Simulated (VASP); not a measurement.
A convergence study with VASP on Sr (space group Fm-3m): a few settings are varied, all else stays as given below, so the limit is that of these other settings.

```xyz
1
Lattice="0.0000 3.0309 3.0309 3.0309 0.0000 3.0309 3.0309 3.0309 0.0000" Properties=species:S:1:pos:R:3 pbc="T T T"
Sr     0.0000     0.0000     0.0000
```

Method: PBE GGA, VASP's PBE PAW potentials (set 64) (plane waves; VASP). The last row used: 300 eV cut-off, 15×15×15 Γ-centred mesh, Gaussian smearing of 0.010 eV, potentials Sr_sv.

```
setting       E (eV/atom)  pressure (GPa)  irreducible k-points
------------  -----------  --------------  --------------------
SIGMA = 1.0       -1.6404            0.02                   120
SIGMA = 0.5       -1.6373           -0.15                   120
SIGMA = 0.3       -1.6387           -0.20                   120
SIGMA = 0.2       -1.6384           -0.23                   120
SIGMA = 0.1       -1.6374           -0.27                   120
SIGMA = 0.05      -1.6372           -0.31                   120
SIGMA = 0.02      -1.6372           -0.34                   120
SIGMA = 0.01      -1.6372           -0.35                   120
```

Left out are rungs that failed or repeat a setting and relaxations that didn't move; long series are thinned to 24 rows.

The structure is a typed Sr crystal (space group no. 225). The cell was not relaxed at this level.
